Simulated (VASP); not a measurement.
Level of theory: PBE GGA, VASP's PBE PAW potentials (set 64) (plane waves; VASP).

VASP ran on this input.

### INCAR
```
SYSTEM = NaF
PREC = Accurate
ENCUT = 620
EDIFF = 1E-6
NELM = 100
ALGO = Normal
LREAL = .FALSE.
LASPH = .TRUE.
ISMEAR = 0
SIGMA = 0.05
GGA = PE
LWAVE = .FALSE.
LCHARG = .FALSE.
IBRION = 2
ISIF = 3
NSW = 40
EDIFFG = -0.02
```

### KPOINTS
```
Automatic mesh
0
Gamma
10 10 10
```

POSCAR:
```
NaF
1
    0.0000000000     2.3460490615     2.3460490615
    2.3460490615     0.0000000000     2.3460490615
    2.3460490615     2.3460490615     0.0000000000
Na F
1 1
Direct
  0.0000000000   0.0000000000   0.0000000000
  0.5000000000   0.5000000000   0.5000000000
```

POTCAR, in this order: Na_pv F (PBE.64 set). Program: vasp_std.

**Question.** Estimate the energy per atom (σ→0), band gap (on the k-mesh).

**Answer.** 
| Item | Value |
|---|---|
| energy per atom (σ→0) | -4.286 eV/atom |
| band gap (on the k-mesh) | 6.10 eV |

OSZICAR:
```
...
DAV:   6    -0.858173165034E+01    0.89088E+00   -0.39097E+00  1239   0.186E+01    0.189E+00
DAV:   7    -0.856946296532E+01    0.12269E-01   -0.31031E-02  1040   0.264E+00    0.105E+00
DAV:   8    -0.857062476731E+01   -0.11618E-02   -0.30895E-02  1043   0.460E+00    0.127E-01
DAV:   9    -0.857157548859E+01   -0.95072E-03   -0.43406E-03  1157   0.712E-01    0.966E-02
DAV:  10    -0.857147248968E+01    0.10300E-03   -0.59580E-04  1097   0.324E-01    0.969E-03
DAV:  11    -0.857147052463E+01    0.19650E-05   -0.17528E-05  1178   0.982E-02    0.359E-03
DAV:  12    -0.857147074776E+01   -0.22313E-06   -0.14221E-06  1091   0.266E-02
   1 F= -.85714707E+01 E0= -.85714707E+01  d E =-.857147E+01
```

The compound is NaF in the rock salt structure. It was relaxed first.
